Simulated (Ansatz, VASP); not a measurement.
## GaMo in VASP and in Ansatz

```
Ga Mo
1.0
     3.12020    0.00000    0.00000
     0.00000    3.12020    0.00000
     0.00000    0.00000    3.12020
Ga Mo
1 1
Direct
  0.00000 0.00000 0.00000
  0.50000 0.50000 0.50000
```

Alike in both runs: functional PBE; k mesh 6 × 6 × 6; occupations gaussian, width 0.1 eV; no spin polarisation.

Ansatz relaxed the structure, and its values are those at the end. VASP's run is a single point on that final structure, the one shown.

|  | VASP | Ansatz |
| --- | --- | --- |
| version | VASP 6.6.1 | Ansatz 0.2.0 |
| potentials or method | VASP PAW PBE potentials, release 64 (Ga_d, Mo_sv) | scalar-relativistic, plane waves, PAW |
| plane-wave cutoff (eV) | 520 | 420 |
| valence electrons in the cell | 27 | 27 |

```tsv
	VASP	Ansatz	Ansatz less VASP
gap on the k mesh at the Fermi level (eV)	none	none	-
pressure (GPa)	0.5	0.0	-0.50
```

A gap of «none» marks a metal or a gap that the smearing closes.
